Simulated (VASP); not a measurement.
Input:

```xyz
3
Lattice="0.0000 2.8272 2.8272 2.8272 0.0000 2.8272 2.8272 2.8272 0.0000" Properties=species:S:1:pos:R:3 pbc="T T T"
Li     1.4136     1.4136     1.4136
Li     4.2408     4.2408     4.2408
S      0.0000     0.0000     0.0000
```

These are PBEsol GGA, VASP's PBE PAW potentials (set 64) (plane waves; VASP) values and carry that method's errors. Numerical set-up: 620 eV cut-off, 7×7×7 Γ-centred mesh, Gaussian smearing of 0.050 eV, potentials Li_sv S.

Energy and stress use the plane-wave basis of the starting cell.

**Question.** The ions, cell shape and volume at an external pressure of 5.0 GPa are relaxed. Give the cell that the relaxation ends in.

**Answer.** 
```xyz
3
Lattice="0.0000 2.7374 2.7374 2.7374 0.0000 2.7374 2.7374 2.7374 0.0000" Properties=species:S:1:pos:R:3 pbc="T T T"
Li     1.3687     1.3687     1.3687
Li     4.1061     4.1061     4.1061
S      0.0000     0.0000     0.0000
```
Space group Fm-3m (225), at a tolerance of 0.03 Å.

**Question.** How do energy and volume change from the first to the last step?

**Answer.** The energy (σ→0) changes by +19.5 meV/atom and the volume by -9.2 %, in 3 ionic steps.

| step | E(σ→0) (eV) | max force (eV/Å) | pressure (GPa) | volume (Å³) |
|---|---|---|---|---|
| 1 | -12.3769 | 0.000 | -0.03 | 45.20 |
| 2 | -12.3478 | 0.000 | 3.31 | 42.17 |
| 3 | -12.3186 | 0.000 | 4.90 | 41.03 |

The compound is Li2S in the antifluorite structure. This run relaxes it under an external pressure of 5 GPa. Symmetry was kept, so distortions that lower it aren't found.
